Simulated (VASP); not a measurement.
An input for Quantum ESPRESSO's pw.x (written as the equivalent of a VASP run, and not itself run):

```
&CONTROL
  calculation = 'scf'
  pseudo_dir = './pseudo'
  outdir = './out'
  tprnfor = .true.
  tstress = .true.
/
&SYSTEM
  ibrav = 0
  nat = 2
  ntyp = 2
  ecutwfc = 74
  occupations = 'smearing'
  smearing = 'gaussian'
  degauss = 0.003675
  input_dft = 'vdw-df2-b86r'
/
&ELECTRONS
  conv_thr = 7.3e-09
  electron_maxstep = 100
/
ATOMIC_SPECIES
  Li 6.940 Li.upf
  Cl 35.450 Cl.upf
CELL_PARAMETERS angstrom
     0.0000000    2.5728312    2.5728312
     2.5728312    0.0000000    2.5728312
     2.5728312    2.5728312    0.0000000
ATOMIC_POSITIONS crystal
  Li   0.0000000  0.0000000  0.0000000
  Cl   0.5000000  0.5000000  0.5000000
K_POINTS automatic
  9 9 9 0 0 0
```

Question: Translate this input to VASP (INCAR, KPOINTS, POSCAR, choice of POTCAR).

Answer: Several could match; the one computed here: 
File KPOINTS:
```
K-points
0
gamma
 9 9 9
```

POSCAR:
```
LiCl
1
    0.0000000000     2.5728312000     2.5728312000
    2.5728312000     0.0000000000     2.5728312000
    2.5728312000     2.5728312000     0.0000000000
Li Cl
1 1
Direct
  0.0000000000   0.0000000000   0.0000000000
  0.5000000000   0.5000000000   0.5000000000
```

### INCAR
```
SYSTEM = LiCl
LWAVE = .FALSE.
PARAM2 = 0.7114
LREAL = .FALSE.   # projection in real space or not
ZAB_VDW = -1.8867
PREC = Accurate
SIGMA = 0.05   # width (eV)
ISMEAR = 0   # Gaussian
ISIF = 2   # forces and stress, cell fixed
ALGO = Normal
LCHARG = .FALSE.
AGGAC = 0.0
ENCUT = 520   # plane-wave cut-off (eV)
PARAM1 = 0.1234568
LASPH = .TRUE.   # aspherical one-centre terms
LUSE_VDW = .TRUE.
EDIFF = 1E-7
GGA = MK
NELM = 100   # most electronic steps
```

POTCAR, in this order: Li_sv Cl (PBE.64 set). Program: vasp_std.

The two are equivalent in intent, not identical: the potentials are each code's own (VASP's PAW set, PseudoDojo norm-conserving files in pw.x), so ENCUT and ecutwfc are chosen apart and not converted; conv_thr bounds pw.x's estimated SCF error, while EDIFF bounds the energy change between steps.

The compound is LiCl in the rock salt structure. This cell is one point of a volume scan, at 1.03 of the reference volume.
